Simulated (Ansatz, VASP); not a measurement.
# Na3Y: VASP beside Ansatz, part 2 of 2

One calculation is typed for both programs; each brings its own data sets. How far apart do they land? The cell is generated by rule, not measured, and may not be a known phase. The cell is taken from a series of runs on this material, whose earlier steps may have relaxed, scaled, displaced or heated it; both programs get it as it stands.

VASP 6.6.1 and Ansatz 0.2.0.

So far: The structure; VASP: zone-centre phonons, PBEsol.

**2. VASP: zone-centre phonons, PBEsol (continued)**

Level of this step: PBEsol; plane waves and PAW (Na_pv, Y_sv); invented cell (VASP).

Numbers of over 12 decimals in the logs are rounded to 6 here.

From OUTCAR (step 2):

```text
ion  position               nearest neighbor table
   1  0.750  0.250  0.500-
   2  0.500  0.500  0.000-   4 3.46   4 3.46   4 3.46   4 3.46
   3  0.250  0.750  0.500-
   4  0.000  0.000  0.000-   2 3.46   2 3.46   2 3.46   2 3.46

  LATTYP: Found a body centered tetragonal cell.
 ALAT       =     4.8999880128
 C/A-ratio  =     2.2602597363

 Subroutine GETGRP returns: Found 16 space group operations
 (whereof 16 operations were pure point group operations)

The static configuration has the point symmetry D_4h.

 Found    102 irreducible k-points:

   k-points           NKPTS =    102   k-points in BZ     NKDIM =    102   number of bands    NBANDS=     22

   dimension x,y,z NGX =    48 NGY =   48 NGZ =   48
   dimension x,y,z NGXF=    96 NGYF=   96 NGZF=   96

   ENCUT  =  500.0 eV  36.75 Ry    6.06 a.u.  11.91 11.91 11.91*2*pi/ulx,y,z

   NELECT =      32.0000    total number of electrons

 k-points in reciprocal lattice and weights: Automatic mesh
   0.00000000  0.00000000  0.00000000       0.001
   0.10000000  0.00000000 -0.00000000       0.008
   0.20000000  0.00000000 -0.00000000       0.008
   0.30000000  0.00000000 -0.00000000       0.008
   0.40000000  0.00000000  0.00000000       0.008
   0.50000000  0.00000000 -0.00000000       0.004
   0.10000000  0.10000000  0.00000000       0.008
   0.20000000  0.10000000  0.00000000       0.016
   0.30000000  0.10000000 -0.00000000       0.016
[...]
0.50000000  0.50000000  0.50000000       0.001

 average (electrostatic) potential at core
       1 -48.7103       2 -48.5623       3 -48.7103       4 -40.8933

  Total       -0.0096017     -0.0096017     -0.0140573      0.0000000     -0.0000000      0.0000000
  in kB       -0.1157027     -0.1157027     -0.1693943      0.0000000     -0.0000000      0.0000000
  external PRESSURE =      -0.1335999 kB  Pullay stress =       0.0000000 kB

  energy-cutoff  :      500.00
  volume of cell :      132.96
      direct lattice vectors                 reciprocal lattice vectors
    -2.449994006  2.449994006  5.537622807     0.000000000  0.204082132  0.090291451
     2.449994006 -2.449994006  5.537622807     0.204082132  0.000000000  0.090291451
     2.449994006  2.449994006 -5.537622807     0.204082132  0.204082132  0.000000000

 POSITION                                       TOTAL-FORCE (eV/Angst)
 -----------------------------------------------------------------------------------
      0.00000      2.44999      2.76881        -0.000000     -0.000000      0.000000
      0.00000      0.00000      5.53762         0.000000      0.000000     -0.000000
      2.44999      0.00000      2.76881         0.000000      0.000000      0.000000
      0.00000      0.00000      0.00000         0.000000      0.000000     -0.000000
 -----------------------------------------------------------------------------------
    total drift:                                0.000000     -0.000000      0.000000

 Eigenvectors and eigenvalues of the dynamical matrix
 ----------------------------------------------------

   1 f  =    5.032806 THz    31.622053 2PiTHz  167.876339 cm-1    20.814004 meV
             X         Y         Z           dx          dy          dz
      0.000000  2.449994  2.768811     0.028168    0.003039   -0.000000
      0.000000  0.000000  5.537623    -0.896010   -0.096685   -0.000000
      2.449994  0.000000  2.768811     0.028168    0.003039    0.000000
      0.000000  0.000000  0.000000     0.429032    0.046295   -0.000000

   2 f  =    5.032806 THz    31.622053 2PiTHz  167.876339 cm-1    20.814004 meV
             X         Y         Z           dx          dy          dz
      0.000000  2.449994  2.768811     0.003039   -0.028168    0.000000
      0.000000  0.000000  5.537623    -0.096685    0.896010    0.000000
      2.449994  0.000000  2.768811     0.003039   -0.028168   -0.000000
      0.000000  0.000000  0.000000     0.046295   -0.429032    0.000000

   3 f  =    4.619293 THz    29.023876 2PiTHz  154.083039 cm-1    19.103853 meV
             X         Y         Z           dx          dy          dz
      0.000000  2.449994  2.768811     0.000000    0.000000   -0.589857
      0.000000  0.000000  5.537623    -0.000000   -0.000000    0.365808
      2.449994  0.000000  2.768811     0.000000    0.000000   -0.589857
      0.000000  0.000000  0.000000     0.000000   -0.000000    0.412702

   4 f  =    4.368541 THz    27.448350 2PiTHz  145.718831 cm-1    18.066824 meV
             X         Y         Z           dx          dy          dz
      0.000000  2.449994  2.768811     0.703170    0.074514    0.000000
      0.000000  0.000000  5.537623     0.000000    0.000000    0.000000
      2.449994  0.000000  2.768811    -0.703170   -0.074514   -0.000000
      0.000000  0.000000  0.000000    -0.000000    0.000000    0.000000

   5 f  =    4.368541 THz    27.448350 2PiTHz  145.718831 cm-1    18.066824 meV
             X         Y         Z           dx          dy          dz
      0.000000  2.449994  2.768811    -0.074514    0.703170   -0.000000
      0.000000  0.000000  5.537623     0.000000    0.000000   -0.000000
      2.449994  0.000000  2.768811     0.074514   -0.703170    0.000000
      0.000000  0.000000  0.000000    -0.000000   -0.000000   -0.000000

   6 f  =    3.634180 THz    22.834229 2PiTHz  121.223209 cm-1    15.029756 meV
             X         Y         Z           dx          dy          dz
      0.000000  2.449994  2.768811    -0.000000    0.000000    0.707107
      0.000000  0.000000  5.537623    -0.000000   -0.000000   -0.000000
      2.449994  0.000000  2.768811    -0.000000    0.000000   -0.707107
      0.000000  0.000000  0.000000     0.000000   -0.000000    0.000000

   7 f  =    2.866080 THz    18.008112 2PiTHz   95.602142 cm-1    11.853150 meV
             X         Y         Z           dx          dy          dz
      0.000000  2.449994  2.768811     0.200805    0.557444   -0.000000
      0.000000  0.000000  5.537623    -0.069459   -0.192821    0.000000
      2.449994  0.000000  2.768811     0.200805    0.557444    0.000000
      0.000000  0.000000  0.000000    -0.171429   -0.475894   -0.000000

   8 f  =    2.866080 THz    18.008112 2PiTHz   95.602142 cm-1    11.853150 meV
             X         Y         Z           dx          dy          dz
      0.000000  2.449994  2.768811     0.557444   -0.200805    0.000000
      0.000000  0.000000  5.537623    -0.192821    0.069459    0.000000
      2.449994  0.000000  2.768811     0.557444   -0.200805   -0.000000
      0.000000  0.000000  0.000000    -0.475894    0.171429   -0.000000

   9 f  =    2.237673 THz    14.059712 2PiTHz   74.640724 cm-1     9.254266 meV
             X         Y         Z           dx          dy          dz
      0.000000  2.449994  2.768811    -0.000000   -0.000000    0.085148
      0.000000  0.000000  5.537623    -0.000000   -0.000000    0.851105
      2.449994  0.000000  2.768811    -0.000000   -0.000000    0.085148
      0.000000  0.000000  0.000000    -0.000000   -0.000000   -0.510999

  10 f/i=    0.014684 THz     0.092264 2PiTHz    0.489815 cm-1     0.060729 meV
             X         Y         Z           dx          dy          dz
      0.000000  2.449994  2.768811     0.000000   -0.000000   -0.380551
      0.000000  0.000000  5.537623     0.000000   -0.000000   -0.376571
      2.449994  0.000000  2.768811     0.000000   -0.000000   -0.380551
      0.000000  0.000000  0.000000     0.000000   -0.000000   -0.754027

  11 f/i=    0.017808 THz     0.111892 2PiTHz    0.594018 cm-1     0.073649 meV
             X         Y         Z           dx          dy          dz
      0.000000  2.449994  2.768811     0.110075   -0.368802    0.000000
      0.000000  0.000000  5.537623     0.109210   -0.365904    0.000000
      2.449994  0.000000  2.768811     0.110075   -0.368802    0.000000
      0.000000  0.000000  0.000000     0.213626   -0.715744    0.000000

  12 f/i=    0.017808 THz     0.111892 2PiTHz    0.594018 cm-1     0.073649 meV
             X         Y         Z           dx          dy          dz
      0.000000  2.449994  2.768811    -0.368802   -0.110075    0.000000
      0.000000  0.000000  5.537623    -0.365904   -0.109210    0.000000
      2.449994  0.000000  2.768811    -0.368802   -0.110075    0.000000
      0.000000  0.000000  0.000000    -0.715744   -0.213626    0.000000

 ELASTIC MODULI CONTR FROM IONIC RELAXATION (kBar)
 Direction    XX          YY          ZZ          XY          YZ          ZX
 --------------------------------------------------------------------------------
 XX         -12.6558     12.6558      0.0000      0.0000      0.0000      0.0000
 YY          12.6558    -12.6558      0.0000      0.0000     -0.0000     -0.0000
 ZZ           0.0000      0.0000      0.0000      0.0000      0.0000      0.0000
 XY           0.0000      0.0000      0.0000      0.0000      0.0000      0.0000
 YZ           0.0000     -0.0000      0.0000      0.0000     -7.8918     -0.0000
 ZX           0.0000     -0.0000      0.0000      0.0000     -0.0000     -8.0112
 --------------------------------------------------------------------------------
```

**3. Ansatz: zone-centre phonons, PBEsol**

Ansatz runs on its default PAW (the set named soft_2) files.

The same cell, functional, mesh and smearing now go to Ansatz, which takes its cutoff from its data sets.

File input.yaml:

```yaml
crystal:
  lattice:
    - [-2.4499940064, 2.4499940064, 5.5376228068]
    - [2.4499940064, -2.4499940064, 5.5376228068]
    - [2.4499940064, 2.4499940064, -5.5376228068]
  atoms:
    - { symbol: Na, position: [0.75, 0.25, 0.5] }
    - { symbol: Na, position: [0.5, 0.5, 0.0] }
    - { symbol: Na, position: [0.25, 0.75, 0.5] }
    - { symbol: "Y", position: [0.0, 0.0, 0.0] }
kpoints:
  mp_grid: { grid: [10, 10, 10] }
hamiltonian:
  xc: pbesol
scf:
  occupations: { method: methfessel_paxton, width: 0.15 }
output:
  eigenvalues: true
phonons:
  method: dfpt
```

Launch:

```sh
ansatz run input.yaml --threads 4 --pin off --max-ram 7168MiB --backend cpu --events-out ev --progress --plain --runs-dir out
```

The log of the run:

```text
zone centre: on kpoints.mp_grid the ground state, and the responses unless they are solved on pairs of k-points, stand on 171 of the mesh's 1000 k-points, reduced under 4 symmetry operations, with k and −k counted as one. Each operation leaves every solved displacement unchanged or reverses it
Engine: ansatz 0.2.0, aarch64-unknown-linux-gnu
Pseudopotentials: kind: paw
Pseudopotential: Na, paw, valence charge 9, recommended cutoff 420 eV (normal), Na.paw.azcp
Pseudopotential: Y, paw, valence charge 11, recommended cutoff 420 eV (normal), Y.paw.azcp
Functional definition: PBEsol
  exchange = pbesol_x
  correlation = pbesol_c
Crystal: 4 atoms, lattice volume = 132.958 Å³
Basis set: ecut = 420 eV, 2591 PW (Γ), exchange–correlation on 90×90×90 points (8 copies of the dense FFT grid, shifted against one another)
Bands: 23, of which v1, the nominal top of the filled ones, is band 19 counted from 1 (18 counted from 0)
Symmetry: 16 space group operations
k-points: 171 of 1000 (irreducible under 4 space group operations, time reversal used)
Non-local potential: Na, projectors of the file, l = 0: 3, l = 1: 2, l = 2: 1
Non-local potential: Y, projectors of the file, l = 0: 3, l = 1: 2, l = 2: 2, l = 3: 1
PAW form: soft (Blöchl's): semilocal exchange-correlation on the pseudo side does not see the compensation charge
PAW frozen core: Na, regenerated for the run's functional, and the local potential with it (the file was generated under x = pbe(κ = 0.804, μ = 0.219515), c = pbe(β = 0.066725))
PAW frozen core: Y, regenerated for the run's functional, and the local potential with it (the file was generated under x = pbe(κ = 0.804, μ = 0.219515), c = pbe(β = 0.066725))
PAW one-centre angular grid: Na, 110 points (default); XC on 64 Gauss nodes
PAW one-centre angular grid: Y, 590 points (default); XC on 64 Gauss nodes
Initial density: superposition of atomic densities (neutral atoms: chi_scale 0, normalization atom), corrected by the library's trained network
Initial wavefunctions: pseudopotential atomic-orbital guess
Functional: x = pbesol(κ = 0.804, μ = 0.123457), c = pbesol(β = 0.046)
SCF iter   1: F=—  HF=-8221.180268 eV  |F-HF|=—  |Δ(HF+E_count)|=         —  Δρ=2.67e-3  dr2=7.57e-3  ethr=1.77e-3  ⟨swp⟩=5.8  Hψ=33763  notcnv=0
automatic band count: the SCF goes on with 27 bands, as 23 were too few: they end inside the smearing window of the response
preconditioner: auto → Kerker (q_TF=auto, 2.214 Å⁻¹)  [metal: Δε(μ)=0.018 eV  Ē_g=3.278 eV  σ=0.150 eV  W_gap=0.10  n_scr=30 (ndim 8)  ℏωp=7.9 eV  f_vac=0.000  D(μ)=3.82/eV (n_scr^D=32)]
SCF iter   2: F=—  HF=-8221.177671 eV  |F-HF|=—  |Δ(HF+E_count)|=   2.60e-3  S|Δr|=    0.00e0  Δρ=1.18e-3  dr2=2.65e-3  ethr=1.99e-5  ⟨swp⟩=2.8  Hψ=8997  notcnv=0
SCF iter   3: F=—  HF=-8221.177410 eV  |F-HF|=—  |Δ(HF+E_count)|=   2.61e-4  S|Δr|=    0.00e0  Δρ=3.72e-4  dr2=4.71e-4  ethr=6.98e-6  ⟨swp⟩=1.5  Hψ=4450  notcnv=0
SCF iter   4: F=—  HF=-8221.177334 eV  |F-HF|=—  |Δ(HF+E_count)|=   7.58e-5  S|Δr|=    0.00e0  Δρ=1.00e-4  dr2=1.83e-5  ethr=1.24e-6  ⟨swp⟩=2.0  Hψ=4870  notcnv=0
SCF iter   5: F=—  HF=-8221.177335 eV  |F-HF|=—  |Δ(HF+E_count)|=   7.10e-7  S|Δr|=    0.00e0  Δρ=2.65e-5  dr2=1.44e-6  ethr=4.82e-8  ⟨swp⟩=1.8  Hψ=4568  notcnv=0
SCF iter   6: F=—  HF=-8221.177329 eV  |F-HF|=—  |Δ(HF+E_count)|=   5.54e-6  S|Δr|=    0.00e0  Δρ=1.32e-5  dr2=1.96e-7  ethr=3.79e-9  ⟨swp⟩=2.0  Hψ=7212  notcnv=0
SCF iter   7: F=—  HF=-8221.177329 eV  |F-HF|=—  |Δ(HF+E_count)|=   5.75e-8  S|Δr|=    0.00e0  Δρ=3.39e-6  dr2=2.34e-8  ethr=5.15e-10  ⟨swp⟩=2.1  Hψ=6754  notcnv=0
SCF iter   8: F=—  HF=-8221.177329 eV  |F-HF|=—  |Δ(HF+E_count)|=   1.16e-9  S|Δr|=    0.00e0  Δρ=7.19e-7  dr2=1.07e-9  ethr=6.15e-11  ⟨swp⟩=2.1  Hψ=5475  notcnv=0
SCF iter   9: F=—  HF=-8221.177329 eV  |F-HF|=—  |Δ(HF+E_count)|=  6.55e-11  S|Δr|=    0.00e0  Δρ=1.51e-7  dr2=7.56e-11  ethr=2.83e-12  ⟨swp⟩=2.0  Hψ=4876  notcnv=0
SCF iter  10: F=-8221.177329 eV  HF=-8221.177329 eV  |F-HF|=3.64e-12  |Δ(HF+E_count)|=  9.09e-12  S|Δr|=    0.00e0  Δρ=4.88e-8  dr2=7.20e-12  ethr=1.00e-12  ⟨swp⟩=9.2  Hψ=18819  notcnv=0
SCF 1 converged in 10 iterations: F = -8221.177329 eV  dr2 = 7.20e-12
  greatest PAW one-centre occupation: 0.999 electrons in one spin orbital (limit 2), on the Na atom at site 1 (counted from 0), in its partial waves of l = 0
DFPT response loops at Γ: preconditioner auto → Kerker (q_TF=auto, 2.214 Å⁻¹) (partly filled bands, converged f_vac=0.000); β = 1.00, the filter's whole step (`scf.mixing.beta` (0.50) is not read by the response loops under this deck's `scf.mixing.preconditioner`; to damp them name `kerker` or `kerker_dos`, under which they read `scf.mixing.beta`, and type it under 1.00, their step now; both keys bind the ground state too); Broyden in place of MSR1
SCF converged after 10 iterations
Stability not checked: this state was not tested for a lower state beside it, because cold or Methfessel-Paxton smearing, or corrected tetrahedra, fill the levels in a way that the test cannot read (fill_not_monotonic; see scf.lower_state_search)
Free energy (F): -8221.177329 eV
Harris-Foulkes:  -8221.177329 eV  (|F-HF|=3.64e-12)
Internal energy: -8221.173686 eV  (E = F + TS)
E sigma→0 (E₀):  -8221.176419 eV
Entropy (-TS):   -0.003643 eV (-0.911 meV/atom)
Fermi energy:    3.820096 eV
--- Per-component energies (eV) ---
  E_band       = -839.166989
  E_kinetic    = 662.876638
  E_local      = -4860.061951  (includes V_loc(G=0)·N_el)
  E_nonlocal   = 399.934902
  E_hartree    = 1735.762028
  E_xc         = -283.032475
  E_vxc        = -342.007759  (∫ρ·V_xc dr)
  E_paw        = -3533.619156  (= ΣΔE_a)
  E_vpaw       = -171.432807  (= ΣTr[D̂ρ^β])
  E_aug_tail   = -0.000073  (compensation charges beyond the density's cutoff)
  E_ewald      = -2343.346454
  E_core_change = 0.312854  (= ΣΔE_core)
  E_smearing   = -0.003643  (= −TS)
  E_closure    = -0.000000  (closes the sum)
  Σ components = -8221.177329   (vs F -8221.177329, Δ=0.00e0)
--- Band table (eV; the first three rows and the last of 171) ---
  k-point 0: bands = [... 15 lower, -20.0576, 0.0087, 3.6888, 3.8559, 4.6171, 4.6171, 4.8927, 5.2377, ... 4 higher]
  k-point 1: bands = [... 15 lower, -20.0569, 0.1489, 3.7812, 3.8769, 4.3916, 4.4714, 5.0642, 5.1580, ... 4 higher]
  k-point 2: bands = [... 15 lower, -20.0552, 0.5615, 3.9480, 4.0262, 4.1354, 4.1871, 4.5848, 5.3266, ... 4 higher]
  k-point 170: bands = [... 15 lower, -20.0573, 1.0335, 1.6720, 3.7200, 4.4353, 4.9905, 4.9905, 5.2792, ... 4 higher]
--- Phonons (Γ-DFPT): 6 representative perturbations + reference, on 171 of 1000 k-points (Σ response iterations 18) ---
  k mesh reduced under 4 symmetry operations, with k and −k counted as one. Each operation leaves every solved displacement unchanged or reverses it
  ASR residual: 2.622e-5 → 0.000e0 eV/Å²; symmetrization residual: 2.531e-6 eV/Å²
  ASR residual per site (eV/Å²): 1.72e-5 1.18e-5 1.72e-5 2.62e-5
  Γ frequencies (cm⁻¹): 0.00 0.00 0.00 73.31 96.56 96.56 119.63 146.83 146.83 152.99 168.41 168.41
  non-analytic LO–TO correction: not included (Born effective charges unavailable; polar crystals: no LO–TO splitting at Γ)
```

In the SCF lines HF is the Harris–Foulkes energy and dr2 the Hartree energy of the density residual, in eV; the loop may stop once dr2 is under the threshold and the program's other checks hold. Hψ counts applications of the Hamiltonian.

**4. Differences**

Known differences besides the potentials themselves: the data sets hold 38 valence electrons in Ansatz (on its default PAW (the set named soft_2) files) and 32 in VASP; the cutoff is 420 eV in Ansatz and 500 eV in VASP; Ansatz makes its cores anew for this functional, VASP keeps those of its PBE data sets. Total energies have different zeros and are not compared.

The two programs side by side:

```csv
quantity,Ansatz,VASP,difference
optical mode 1 (cm⁻¹),73.3,74.6,-1.78 %
optical mode 2 to 3 (cm⁻¹),96.6,95.6,+1.00 %
optical mode 4 (cm⁻¹),119.6,121.2,-1.31 %
optical mode 5 to 6 (cm⁻¹),146.8,145.7,+0.76 %
optical mode 7 (cm⁻¹),153.0,154.1,-0.71 %
optical mode 8 to 9 (cm⁻¹),168.4,167.9,+0.32 %
```

Modes are paired by rising frequency, not by their patterns, so a pair may set unlike modes beside each other; they are those without the splitting of longitudinal modes.

**5. Summary of results**

```
r.m.s. difference of the optical zone-centre modes, each program's sorted by frequency (zone-centre phonons, PBEsol) : 1.1 cm⁻¹
difference in optical mode 1 (zone-centre phonons, PBEsol)                                                           : -1.8 %
```

In words: The r.m.s. difference of the optical zone-centre modes, each program's sorted by frequency is 1.1 cm⁻¹ (zone-centre phonons, PBEsol). The data sets hold unlike numbers of valence electrons (38 in Ansatz and 32 in VASP), so part of the differences comes from the potentials. Among the rows given in per cent, the largest difference of the zone-centre phonons, PBEsol pair is in optical mode 1, -1.8 %. How closely two codes agree says nothing of how well the functional describes the real material.

[Lines on the potential files, build, host, timing and source positions are cut from VASP's logs without a mark.]

[Logs are printed without paths, hosts, clocks, repeated set-up lines and the standing remarks that a program may print on its own settings, such as how far it seeks lower states.]

[Hosts, paths, dates, database ids (printed as entryN), source tags and the programs' standing remarks are cut or masked in the printed files.]
